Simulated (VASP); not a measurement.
```xyz
3
Lattice="8.8445 -1.8317 -0.0086 8.8445 1.8317 -0.0086 8.4682 0.0000 3.1416" Properties=species:S:1:pos:R:3 pbc="T T T"
Sm     0.0000     0.0000     0.0000
Sm     5.8097     0.0000     0.6939
Sm    20.3475     0.0000     2.4304
```

Level of theory: PBE GGA, VASP's PBE PAW potentials (set 64) (plane waves; VASP). Settings: 400 eV cut-off, 11×11×11 Γ-centred mesh, tetrahedra with Blöchl corrections, potentials Sm_3.

The 4f electrons are frozen in the core of the lanthanide potential, so 4f levels, which can set the real gap, and their magnetism are missing.

Task: Which forces act on the atoms, in eV/Å?

Result: 
| atom | Fx | Fy | Fz |
|---|---|---|---|
| Sm1 | 0.000 | 0.000 | 0.000 |
| Sm2 | 0.051 | 0.000 | 0.006 |
| Sm3 | -0.051 | 0.000 | -0.006 |

Task: Give the stress tensor in GPa (positive for a compressed cell).

Result: 
```
 0.02   0.00   0.03
 0.00  -0.19   0.00
 0.03   0.00  -0.18
```
The pressure is its mean diagonal, -0.12 GPa.

The compound is Sm in the sg166 structure. It was relaxed first.
